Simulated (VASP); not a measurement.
```xyz
6
Lattice="3.8330 0.0000 0.0000 -1.9165 3.3195 0.0000 0.0000 0.0000 4.8718" Properties=species:S:1:pos:R:3 pbc="T T T"
Si     1.9165     1.1065     1.2180
Si     0.0000     2.2130     3.6539
Ni     0.0000     2.2130     1.2180
Ni     1.9165     1.1065     3.6539
Ni     0.0000     0.0000     2.4359
Ni     0.0000     0.0000     0.0000
```

The numbers are results of LDA (Ceperley-Alder, Perdew-Zunger) with spin-orbit coupling, VASP's LDA PAW potentials (set 64) (plane waves; VASP 6.6.1), not measurements. Run with 400 eV cut-off, 8×8×6 Γ-centred mesh, Gaussian smearing of 0.050 eV, potentials Si Ni.

Question: What does the run give for the energy per atom (σ→0), band gap (over mesh and band path) with the smallest direct gap where there is one?

Answer: 
```
Item                                                                   Value
----------------------------------  ----------------------------------------
band gap (over mesh and band path)  none (metal, semimetal or under 0.01 eV)
energy per atom (σ→0)                                         -6.983 eV/atom
```

The absolute energy has meaning only against runs of the same code, potentials and settings.

The structure comes from a computed database's SiNi2 entry (P6_3/mmc); how it stands against other phases isn't given here. It was relaxed first.
